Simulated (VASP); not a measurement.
## AlCo: free energy against electron temperature

Wanted: TS, pressure and Fermi level of AlCo against the smearing width, on one dense mesh.

Calculated with VASP 6.6.1; PBEsol, no spin polarisation; plane waves and PAW (Al, Co), in the first sound run; inputs show where later runs differ.

Report form: the programs' logs are mostly left out.

### Step 1. Starting point

Symmetry: Pm-3m, No. 221, cubic system. Conventional cell: a = 2.819 Å, b = 2.819 Å, c = 2.819 Å, α = 90.00°, β = 90.00°, γ = 90.00°. Nearest to Al lie 8 Co at 2.44 Å. Co has 8 Al at 2.44 Å nearest. Farther neighbours are not listed.

### Step 2. Relax the crystal, PBEsol

The cell is relaxed and then held.

Level: PBEsol, no spin polarisation; plane waves and PAW (Al, Co).

INCAR reads:

```
SYSTEM = AlCo
PREC = Accurate
ENCUT = 450
EDIFF = 1E-07
NELM = 120
ISMEAR = 1
SIGMA = 0.15
LREAL = .FALSE.
ALGO = Normal
GGA = PS
NBANDS = 12
LASPH = .TRUE.
LORBIT = 11
LWAVE = .FALSE.
LCHARG = .FALSE.
KPAR = 8
IBRION = 2
NSW = 40
ISIF = 3
EDIFFG = -0.005
POTIM = 0.4
```

POSCAR reads:

```
AlCo
1.0
    2.8194032100      0.0000000000      0.0000000000
    0.0000000000      2.8194032100      0.0000000000
    0.0000000000      0.0000000000      2.8194032100
Al Co
1 1
Direct
    0.0000000000      0.0000000000      0.0000000000
    0.5000000000      0.5000000000      0.5000000000
```

KPOINTS reads:

```
Automatic mesh
0
Gamma
15 15 15
0 0 0
```

Potentials, in the order of the species: Al and Co (PBE family, release 64).

Started as:

```
> mpirun -np 8 vasp_std
```

Run time: 17 s. Hardware: 8 MPI ranks of Intel Xeon Platinum 8175M at 2.50GHz (Skylake/Cascade Lake), shared host; peak memory 1.1 GiB; 1.8 min of CPU time.

Numbers from this step:

* energy(sigma→0) of the program: -13.0815 eV
* stress, compression positive: xx, yy, zz 0.02, 0.02, 0.02 GPa
* volume: 22.481 Å³
* ionic steps: 3

### Step 3. Tetrahedra, PBEsol

Tetrahedra give the density of states at the Fermi level without smearing.

Level: PBEsol, no spin polarisation; plane waves and PAW (Al, Co).

INCAR reads:

```
SYSTEM = AlCo
PREC = Accurate
ENCUT = 450
EDIFF = 1E-08
NELM = 100
ISMEAR = -5
SIGMA = 0.15
LREAL = .FALSE.
ALGO = Normal
GGA = PS
NBANDS = 22
LASPH = .TRUE.
LORBIT = 11
LWAVE = .FALSE.
LCHARG = .FALSE.
KPAR = 2
ISIF = 2
NEDOS = 3001
```

POSCAR reads:

```
AlCo
1.0
    2.8223067623      0.0000000000      0.0000000000
    0.0000000000      2.8223067623      0.0000000000
    0.0000000000      0.0000000000      2.8223067623
Al Co
1 1
Direct
    0.0000000000      0.0000000000      0.0000000000
    0.5000000000      0.5000000000      0.5000000000
```

KPOINTS reads:

```
Automatic mesh
0
Gamma
28 28 28
0 0 0
```

Started as:

```
> mpirun -np 2 vasp_std
```

Elapsed: 3.5 min, on 2 MPI ranks; peak memory 0.71 GiB; 5.5 min of CPU time.

Read from the output:

| Item | Value |
| --- | --- |
| energy(sigma→0) of the program | -13.0818 eV |

The run ends at a pressure of 0.03 GPa.

### Step 4. Electron temperature, PBEsol

One member in full: SIGMA = 0.3 eV.

Level: PBEsol, no spin polarisation; plane waves and PAW (Al, Co).

INCAR, as its differences from that of step 3:

```diff
@@ -5,4 +5,4 @@
 NELM = 100
-ISMEAR = -5
-SIGMA = 0.15
+ISMEAR = -1
+SIGMA = 0.3
 LREAL = .FALSE.
@@ -17,2 +17 @@
 ISIF = 2
-NEDOS = 3001
```

POSCAR is that of step 3.

KPOINTS is that of step 3.

Started as:

```
> mpirun -np 2 vasp_std
```

The job ended after 2.6 min (2 MPI ranks; peak memory 0.63 GiB; 4.3 min of CPU time).

Read from the output:

- energy(sigma→0) of the program: -13.0523 eV
- stress, compression positive: xx, yy, zz 2.42, 2.42, 2.42 GPa

The run ends at a pressure of 2.42 GPa.

### Step 5. The whole series

The other members went through these steps as far as the tables show, on the same mesh; 6 runs are not shown. The session took 0.78 core hours (wall time by ranks) on a shared machine.

```tsv
width kT (eV)	temperature (K)	free energy less that of the narrowest width (meV/atom)	TS (meV/atom)	pressure (GPa)	shift of the Fermi level (eV)
0.025	290	0.000	0.690	0.042	0.000
0.050	580	-1.141	3.232	0.083	-0.013
0.075	870	?	?	0.151	-0.033
0.100	1160	-6.280	14.009	0.239	-0.054
0.150	1741	-15.241	33.229	0.504	-0.091
0.200	2321	-28.895	65.897	0.940	-0.110
0.300	3481	-75.147	180.540	2.418	-0.096
```

### Step 6. The Sommerfeld expansion

At low temperature TS = (π²/3) g (kT)², so TS, twice the difference of energy(sigma→0) and the free energy, over (π²/3)(kT)² is an effective density of states: 0.335, 0.393, 0.426, 0.449, 0.501, 0.610 states/eV/atom in the rows shown.

A least-squares parabola through the 6 rows shown, with σ the width in eV: g = 0.4935 σ² + 0.7597 σ + 0.3342 (states/eV/atom), r.m.s. residual 0.013 states/eV/atom.

At σ = 0.075 this predicts 0.394 states/eV/atom.

### Step 7. Prediction against calculation

The calculation gives 0.418 states/eV/atom, so the prediction is 0.024 states/eV/atom too low, within twice the residual of the fit.

The parabola in σ is an empirical guide, not the expansion itself. Tetrahedra give g = 0.331 states/eV/atom at the Fermi level, the limit that the series should reach at zero width.

### Step 8. Results

```
density of states at the Fermi level, tetrahedra : 0.33 states/eV/atom
Sommerfeld coefficient from it                   : 0.78 mJ per mole of atoms and K²
pressure at the widest setting                   : 2.42 GPa
error of the predicted g                         : -0.024 states/eV/atom
```

What this shows: Against the tetrahedron value, the effective density of states stands at +1 % at 0.025 eV, +19 % at 0.05 eV, +29 % at 0.1 eV, +84 % at 0.3 eV. At the widest setting the states within reach are denser than those at the Fermi level. The narrowest row breaks the trend of the next ones, as mesh noise would; no test of the mesh was run. The bare coefficient lacks the electron-phonon enhancement of measured heat capacities.

[Lines on the potential files, build, host, timing and source positions are cut from VASP's logs without a mark.]

[Logs are printed without paths, hosts, clocks, repeated set-up lines and the standing remarks that a program may print on its own settings, such as how far it seeks lower states.]

[Hosts, paths, dates, database ids (printed as entryN), source tags and the programs' standing remarks are cut or masked in the printed files.]
